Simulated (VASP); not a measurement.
An input for Ansatz (written as the equivalent of a VASP run, and not itself run):

Ansatz 0.2 input:
```yaml
crystal:
  lattice:
    - [0.0000000, 2.2300000, 2.2300000]
    - [2.2300000, 0.0000000, 2.2300000]
    - [2.2300000, 2.2300000, 0.0000000]
  atoms:
    - { symbol: Ta, position: [0.0000000, 0.0000000, 0.0000000] }
    - { symbol: C, position: [0.5000000, 0.5000000, 0.5000000] }
kpoints:
  mp_grid: { grid: [13, 13, 13] }
hamiltonian:
  xc: pbe
  dispersion: d4
  pseudopotentials: { kind: paw }
scf:
  occupations: { method: methfessel_paxton, width: 0.1 }
  max_iter: 100
relax:
  max_steps: 60
  f_tol: 0.01
  cell: {}
output: { forces: true, stress: true, eigenvalues: true }
```

Problem. Write the VASP files for the same calculation (PBE-D4).

Solution. This is not unique; one that fits is 
**KPOINTS**
```
K-points
0
Gamma
13 13 13
0 0 0
```

### INCAR
```
PREC = Accurate
EDIFF = 1E-6   # SCF stop (eV)
ISMEAR = 1
ENCUT = 520   # plane-wave cut-off (eV)
GGA = PE
NELM = 100
ISIF = 3
LCHARG = F
LMAXMIX = 6
ALGO = Normal
IBRION = 2
NSW = 60   # most ionic steps
SIGMA = 0.1   # width (eV)
SYSTEM = TaC
LREAL = F   # projection in real space or not
EDIFFG = -0.01   # ionic stop
IVDW = 13   # D4
LASPH = T   # aspherical one-centre terms
LWAVE = F
```

POSCAR:
```
TaC
1
    0.0000000000     2.2300000000     2.2300000000
    2.2300000000     0.0000000000     2.2300000000
    2.2300000000     2.2300000000     0.0000000000
Ta C
1 1
Direct
  0.0000000000   0.0000000000   0.0000000000
  0.5000000000   0.5000000000   0.5000000000
```

POTCAR, in this order: Ta_pv C (PBE.64 set). Program: vasp_std.

The two are equivalent in intent, not identical: each code has its own PAW files, so the cut-off isn't converted (ENCUT is set for VASP's; basis.ecutwfc is left out, and Ansatz then takes the one that its files recommend); Ansatz stops its SCF on the density residual and VASP on the energy change (EDIFF).

The compound is TaC in the rock salt structure. This run relaxes it. Symmetry was kept, so distortions that lower it aren't found.
